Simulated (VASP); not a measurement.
VASP input:

KPOINTS:
```
Automatic mesh
0
Gamma
11 11 11
0 0 0
```

### INCAR
```
! general
SYSTEM   =  NiAl
PREC     =  Accurate
ENCUT    =  520
LREAL    =  .FALSE.   ! projection in real space or not
LASPH    =  .TRUE.

! electronic loop
EDIFF    =  1E-6   ! SCF stop (eV)
NELM     =  100   ! most electronic steps
ALGO     =  Normal
LMAXMIX  =  4   ! l cut-off of mixed one-centre charges

! smearing
ISMEAR   =  1   ! Methfessel-Paxton
SIGMA    =  0.1   ! width (eV)

! functional
GGA      =  PE
IVDW     =  12   ! D3, Becke-Johnson

! ions
IBRION   =  2   ! conjugate gradients
NSW      =  60   ! most ionic steps
ISIF     =  3   ! ions, shape and volume
EDIFFG   =  -0.01

! output
LWAVE    =  .FALSE.
LCHARG   =  .FALSE.
```

File POSCAR:
```
NiAl
1
    2.8585326131    -0.0000000000     0.0000000000
   -0.0000000000     2.8585326131     0.0000000000
   -0.0000000000    -0.0000000000     2.8585326131
Al Ni
1 1
Direct
  0.5000000000   0.5000000000   0.5000000000
  0.0000000000   0.0000000000   0.0000000000
```

POTCAR, in this order: Al Ni (PBE.64 set). Program: vasp_std.

Question: Write an equivalent input for Quantum ESPRESSO's pw.x.

Answer: One equivalent input (not run):
```
&CONTROL
  calculation = 'vc-relax'
  pseudo_dir = './pseudo'
  outdir = './out'
  tprnfor = .true.
  tstress = .true.
  nstep = 60
  forc_conv_thr = 0.00039
/
&SYSTEM
  ibrav = 0
  nat = 2
  ntyp = 2
  ecutwfc = 98
  occupations = 'smearing'
  smearing = 'methfessel-paxton'
  degauss = 0.00735
  input_dft = 'pbe'
  vdw_corr = 'grimme-d3'
  dftd3_version = 4
  dftd3_threebody = .false.
/
&ELECTRONS
  conv_thr = 7.3e-08
  electron_maxstep = 100
/
&IONS
/
&CELL
/
ATOMIC_SPECIES
  Al 26.982 Al.upf
  Ni 58.693 Ni.upf
CELL_PARAMETERS angstrom
     2.8585326   -0.0000000    0.0000000
    -0.0000000    2.8585326    0.0000000
    -0.0000000   -0.0000000    2.8585326
ATOMIC_POSITIONS crystal
  Al   0.5000000  0.5000000  0.5000000
  Ni   0.0000000  0.0000000  0.0000000
K_POINTS automatic
  11 11 11 0 0 0
```
The two are equivalent in intent, not identical: the potentials are each code's own (VASP's PAW set, PseudoDojo norm-conserving files in pw.x), so ENCUT and ecutwfc are chosen apart and not converted; conv_thr bounds pw.x's estimated SCF error, while EDIFF bounds the energy change between steps; forc_conv_thr acts on force components and is met together with etot_conv_thr.

The compound is NiAl in the CsCl type structure. It was relaxed first. The start is the result of an earlier pass.
